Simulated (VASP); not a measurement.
These are PBE GGA, VASP's PBE PAW potentials (set 64) (plane waves; VASP 6.6.1) values and carry that method's errors.

The input files of a VASP run:

### INCAR
```
SYSTEM=Si
PREC=Accurate; ENCUT=520; LREAL=.FALSE.
LASPH=.TRUE.
EDIFF=1E-6; NELM=100; ALGO=Normal
ISMEAR=0; SIGMA=0.05
GGA=PE
LWAVE=.TRUE.; LCHARG=.FALSE.
```

### KPOINTS
```
Automatic mesh
0
gamma
 6 6 6
0 0 0
```

POSCAR:
```
Si
1
    0.0000000000     2.7342745148     2.7342745148
    2.7342745148     0.0000000000     2.7342745148
    2.7342745148     2.7342745148     0.0000000000
Si
2
Direct
  0.0000000000   0.0000000000   0.0000000000
  0.2500000000   0.2500000000   0.2500000000
```

POTCAR, in this order: Si (PBE.64 set). Program: vasp_std.

Problem. Estimate the energy per atom (σ→0), band gap (on the k-mesh).

Solution. 
| Property | Value |
|---|---|
| energy per atom (σ→0) | -5413 meV/atom |
| band gap (on the k-mesh) | 0.75 eV |

### OSZICAR
```
...
DAV:   5    -0.109983395538E+02   -0.76720E-06   -0.76707E-06   336   0.204E-02    0.477E+00
DAV:   6    -0.108797866204E+02    0.11855E+00   -0.76861E-02   328   0.145E+00    0.291E+00
DAV:   7    -0.108249193234E+02    0.54867E-01   -0.14833E-01   320   0.216E+00    0.177E-01
DAV:   8    -0.108261058857E+02   -0.11866E-02   -0.39432E-03   280   0.479E-01    0.739E-02
DAV:   9    -0.108263124290E+02   -0.20654E-03   -0.20609E-04   368   0.112E-01    0.558E-02
DAV:  10    -0.108263416288E+02   -0.29200E-04   -0.37270E-05   272   0.456E-02    0.109E-02
DAV:  11    -0.108263412237E+02    0.40510E-06   -0.43279E-07   352   0.500E-03
   1 F= -.10826341E+02 E0= -.10826341E+02  d E =-.962031E-15
```

The compound is Si in the diamond structure. It was relaxed first.
